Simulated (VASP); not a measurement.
Output of a VASP run:

### OSZICAR
```
       N       E                     dE             d eps       ncg     rms          rms(c)
DAV:   1     0.298212286958E+02    0.29821E+02   -0.45835E+03  1152   0.102E+03
DAV:   2    -0.125821965854E+02   -0.42403E+02   -0.39843E+02  1132   0.173E+02
DAV:   3    -0.136359802933E+02   -0.10538E+01   -0.10465E+01  1312   0.358E+01
DAV:   4    -0.136534650787E+02   -0.17485E-01   -0.17479E-01  1386   0.421E+00
DAV:   5    -0.136539598197E+02   -0.49474E-03   -0.49473E-03  1302   0.687E-01    0.125E+01
DAV:   6    -0.165794724310E+02   -0.29255E+01   -0.74519E+01  1272   0.127E+02    0.180E+01
DAV:   7    -0.120027343268E+02    0.45767E+01   -0.33457E+01  1236   0.814E+01    0.182E+00
DAV:   8    -0.119983173046E+02    0.44170E-02   -0.22869E-01  1154   0.403E+00    0.119E+00
DAV:   9    -0.119850701863E+02    0.13247E-01   -0.44250E-02  1354   0.299E+00    0.310E-01
DAV:  10    -0.119845563206E+02    0.51387E-03   -0.17108E-03  1470   0.567E-01    0.132E-01
DAV:  11    -0.119845486853E+02    0.76353E-05   -0.58175E-05  1596   0.926E-02    0.346E-02
DAV:  12    -0.119845396575E+02    0.90277E-05   -0.49153E-05  1320   0.101E-01    0.505E-03
DAV:  13    -0.119845396564E+02    0.11739E-08   -0.45988E-07   616   0.649E-03
   1 F= -.11984540E+02 E0= -.11984353E+02  d E =-.559915E-03
```

OUTCAR:
```
------------------------ aborting loop because EDIFF is reached ----------------------------------------
  FORCE on cell =-STRESS in cart. coord.  units (eV):
  Direction    XX          YY          ZZ          XY          YZ          ZX
  --------------------------------------------------------------------------------------
  Total       -0.2702709     -0.2702709     -0.2702709      0.0000000      0.0000000      0.0000000
  in kB      -18.5102295    -18.5102295    -18.5102295      0.0000000      0.0000000      0.0000000
  external PRESSURE =     -18.5102295 kB  Pullay stress =       0.0000000 kB
  volume of cell :       23.39
      direct lattice vectors                 reciprocal lattice vectors
     2.860000000  0.000000000  0.000000000     0.349650350  0.000000000  0.000000000
     0.000000000  2.860000000  0.000000000     0.000000000  0.349650350  0.000000000
     0.000000000  0.000000000  2.860000000     0.000000000  0.000000000  0.349650350
 POSITION                                       TOTAL-FORCE (eV/Angst)
 -----------------------------------------------------------------------------------
      1.43000      1.43000      1.43000         0.000000      0.000000      0.000000
      0.00000      0.00000      0.00000         0.000000      0.000000      0.000000
 -----------------------------------------------------------------------------------
    total drift:                               -0.000000     -0.000000     -0.000000
  FREE ENERGIE OF THE ION-ELECTRON SYSTEM (eV)
  ---------------------------------------------------
  free  energy   TOTEN  =       -11.9845396564 eV

  energy  without entropy=      -11.9839797411  energy(sigma->0) =      -11.98435302
```
(Selected blocks of OUTCAR.)

File POSCAR:
```
CoAl
1
    2.8600000000     0.0000000000     0.0000000000
    0.0000000000     2.8600000000     0.0000000000
    0.0000000000     0.0000000000     2.8600000000
Al Co
1 1
Direct
  0.5000000000   0.5000000000   0.5000000000
  0.0000000000   0.0000000000   0.0000000000
```

**Question.** Reconstruct the remaining input files.

**Answer.** This is not unique; one that fits is the input of the run itself, PBE GGA, plane waves, VASP's PBE PAW potentials (set 64).

**INCAR**
```
ALGO  =  Normal
EDIFF  =  1E-6
ENCUT  =  400
GGA  =  PE
ISIF  =  2
ISMEAR  =  1
LASPH  =  T
LCHARG  =  F
LMAXMIX  =  4
LREAL  =  F
LWAVE  =  F
NELM  =  100
PREC  =  Low
SIGMA  =  0.1
SYSTEM  =  CoAl
```

### KPOINTS
```
K-points
0
gamma
 11 11 11
0 0 0
```

POTCAR, in this order: Al Co (PBE.64 set). Program: vasp_std.

The compound is CoAl in the CsCl type structure. The cell was not relaxed at this level. The run is one of a series of settings (PREC = Low against the base run), some of them coarse on purpose. The run is not spin-polarised, so no magnetic state was tried.
